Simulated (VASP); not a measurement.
```
CELL_PARAMETERS angstrom
      2.99000     0.00000     0.00000
      0.00000     2.99000     0.00000
      0.00000     0.00000     2.99000
ATOMIC_POSITIONS crystal
  Ti 0.00000 0.00000 0.00000
  Co 0.50000 0.50000 0.50000
```

Level of theory: PW91 GGA, VASP's PBE PAW potentials (set 64) (plane waves; VASP). Numerical set-up: 520 eV cut-off, 11×11×11 Γ-centred mesh, first-order Methfessel-Paxton smearing of 0.10 eV, potentials Ti_sv Co.

Energy and stress use the plane-wave basis of the starting cell.

The ions, cell shape and volume are relaxed. Which structure does the run end with?

```
CELL_PARAMETERS angstrom
      2.96897     0.00000     0.00000
      0.00000     2.96897     0.00000
      0.00000     0.00000     2.96897
ATOMIC_POSITIONS crystal
  Ti 0.00000 0.00000 0.00000
  Co 0.50000 0.50000 0.50000
```
Space group Pm-3m (221), at a tolerance of 0.03 Å.

How do energy and volume change from the first to the last step?

The energy (σ→0) changes by -3.2 meV/atom and the volume by -2.1 %, in 3 ionic steps.

| step | E(σ→0) (eV) | max force (eV/Å) | pressure (GPa) | volume (Å³) |
|---|---|---|---|---|
| 1 | -15.6017 | 0.000 | -3.58 | 26.73 |
| 2 | -15.6008 | 0.000 | 4.24 | 25.59 |
| 3 | -15.6082 | 0.000 | 0.03 | 26.17 |

The compound is TiCo in the CsCl type structure. This run relaxes it. Symmetry was kept, so distortions that lower it aren't found. The run is not spin-polarised, so no magnetic state was tried. The electron count is odd and the run is not spin-polarised, which forces a metal.
